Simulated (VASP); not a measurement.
Output of a VASP run:

File OSZICAR:
```
       N       E                     dE             d eps       ncg     rms          rms(c)
DAV:   1     0.211444565375E+03    0.21144E+03   -0.13655E+04  2424   0.128E+03
DAV:   2     0.248001709420E+01   -0.20896E+03   -0.20171E+03  2432   0.407E+02
DAV:   3    -0.818067842985E+01   -0.10661E+02   -0.10218E+02  2940   0.763E+01
DAV:   4    -0.846139182343E+01   -0.28071E+00   -0.27932E+00  2740   0.130E+01
DAV:   5    -0.846864621515E+01   -0.72544E-02   -0.72030E-02  2912   0.191E+00    0.239E+01
DAV:   6    -0.769435810135E+01    0.77429E+00   -0.30627E+00  2980   0.161E+01    0.131E+01
DAV:   7    -0.766894098922E+01    0.25417E-01   -0.18425E-01  2588   0.358E+00    0.441E+00
DAV:   8    -0.766305525132E+01    0.58857E-02   -0.16901E-02  3152   0.103E+00    0.453E-01
DAV:   9    -0.766294640125E+01    0.10885E-03   -0.86405E-04  2708   0.247E-01    0.126E-01
DAV:  10    -0.766294210216E+01    0.42991E-05   -0.41311E-04  3140   0.141E-01    0.849E-02
DAV:  11    -0.766293864922E+01    0.34529E-05   -0.15579E-05  2764   0.298E-02    0.600E-02
DAV:  12    -0.766293777976E+01    0.86946E-06   -0.10973E-05  3116   0.165E-02    0.131E-02
DAV:  13    -0.766293918484E+01   -0.14051E-05   -0.15932E-06  3132   0.689E-03    0.135E-03
DAV:  14    -0.766293955534E+01   -0.37050E-06   -0.61986E-08  1572   0.233E-03    0.101E-03
DAV:  15    -0.766293948074E+01    0.74607E-07   -0.10865E-08  1436   0.114E-03
   1 F= -.76629395E+01 E0= -.76629395E+01  d E =0.000000E+00
```

**OUTCAR**
```
------------------------ aborting loop because EDIFF is reached ----------------------------------------
  FORCE on cell =-STRESS in cart. coord.  units (eV):
  Direction    XX          YY          ZZ          XY          YZ          ZX
  --------------------------------------------------------------------------------------
  Total        0.0219703      0.0219703     -0.0903105      0.0000000      0.0000000      0.0000000
  in kB        0.5126312      0.5126311     -2.1072090      0.0000000      0.0000000      0.0000000
  external PRESSURE =      -0.3606489 kB  Pullay stress =       0.0000000 kB
  volume of cell :       68.67
      direct lattice vectors                 reciprocal lattice vectors
     4.851283633  0.000000000  0.000000000     0.206131011  0.119009805  0.000000000
    -2.425641816  4.201334489  0.000000000     0.000000000  0.238019611  0.000000000
     0.000000000  0.000000000  3.368971305     0.000000000  0.000000000  0.296826512
 POSITION                                       TOTAL-FORCE (eV/Angst)
 -----------------------------------------------------------------------------------
      0.00000      0.00000      0.00000         0.000000      0.000000     -0.000000
     -0.00000      2.80089      1.68449         0.000000      0.000000      0.000000
      2.42564      1.40044      1.68449        -0.000000      0.000000     -0.000000
 -----------------------------------------------------------------------------------
    total drift:                                0.000000     -0.000000      0.000000
  FREE ENERGIE OF THE ION-ELECTRON SYSTEM (eV)
  ---------------------------------------------------
  free  energy   TOTEN  =        -7.6629394807 eV

  energy  without entropy=       -7.6629394807  energy(sigma->0) =       -7.66293948

 total charge

# of ion       s       p       d       tot
------------------------------------------
    1        0.318   6.470   1.091   7.878
    2        0.839   0.528   9.234  10.601
    3        0.839   0.528   9.234  10.601
--------------------------------------------------
tot          1.996   7.526  19.558  29.080
```
(Selected blocks of OUTCAR.)

File POSCAR:
```
DyHg2
1
    4.8512836325    -0.0000000000     0.0000000000
   -2.4256418162     4.2013344892     0.0000000000
    0.0000000000    -0.0000000000     3.3689713054
Dy Hg
1 2
Direct
  0.0000000000   1.0000000000   0.0000000000
  0.3333330000   0.6666670000   0.5000000000
  0.6666670000   0.3333330000   0.5000000000
```

**Question.** Write an INCAR and KPOINTS that could have produced this output.

**Answer.** One answer among several that fit: the input of the run itself, PBEsol GGA, plane waves, VASP's PBE PAW potentials (set 64).

**KPOINTS**
```
Automatic
0
G
 8 8 10
```

### INCAR
```
SYSTEM=DyHg2
PREC=Accurate; ENCUT=400; LREAL=F
LASPH=T
EDIFF=1E-7; NELM=100; ALGO=Normal
LMAXMIX=6
ISMEAR=-5
GGA=PS
ISIF=2
LWAVE=F; LCHARG=T; LORBIT=11
NEDOS=601
LEFG=T
```

POTCAR, in this order: Dy_3 Hg (PBE.64 set). Program: vasp_std.

The 4f electrons are frozen in the core of the lanthanide potential, so 4f levels, which can set the real gap, and their magnetism are missing. For a metal the tetrahedron method with Blöchl corrections gives inexact stress and forces.

The structure comes from a measured DyHg2 entry (P6/mmm) of the Crystallography Open Database, whose conditions weren't checked. It was relaxed first. The electron count is odd and the run is not spin-polarised, which forces a metal.
